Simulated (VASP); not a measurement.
SiC (wurtzite) is relaxed at rising pressure, each step from the one before. Symmetry mostly holds the structure type, and other phases were not tried. The mesh follows the cell, and a change of mesh leaves a small step in the series.

Here is the system:

```
CSi
1.0
    1.54543    -2.67677     0.00000
    1.54543     2.67677     0.00000
    0.00000     0.00000     5.07278
Si C
2 2
Direct
  0.66667   0.33333   0.49960
  0.33333   0.66667   0.99960
  0.66667   0.33333   0.87540
  0.33333   0.66667   0.37540
```

The numbers are results of PBE GGA, VASP's PBE PAW potentials (set 64) (plane waves; VASP), not measurements. Settings: 620 eV cut-off, 8×8×5 Γ-centred mesh, Gaussian smearing of 0.050 eV, potentials Si C.

```tsv
P (GPa)	V (Å³/atom)	H − H(0) (eV/atom)	space group	k-mesh
0	10.49	0.000	P6_3mc	8×8×5
5	10.26	0.324	P6_3mc	8×8×5
10	10.05	0.641	P6_3mc	8×8×5
20	9.69	1.257	P6_3mc	8×8×5
30	…	…	P6_3mc	9×9×5
45	…	…	P6_3mc	9×9×5
```

Problem. Some entries are withheld; supply them.

Solution. 
- 45, V (Å³/atom): 8.98
- 45, H − H(0) (eV/atom): 2.711
- 30, V (Å³/atom): 9.37
- 30, H − H(0) (eV/atom): 1.852

Pressures at which the relaxation failed are left out.

The compound is SiC in the wurtzite structure, the rare 2H polytype.
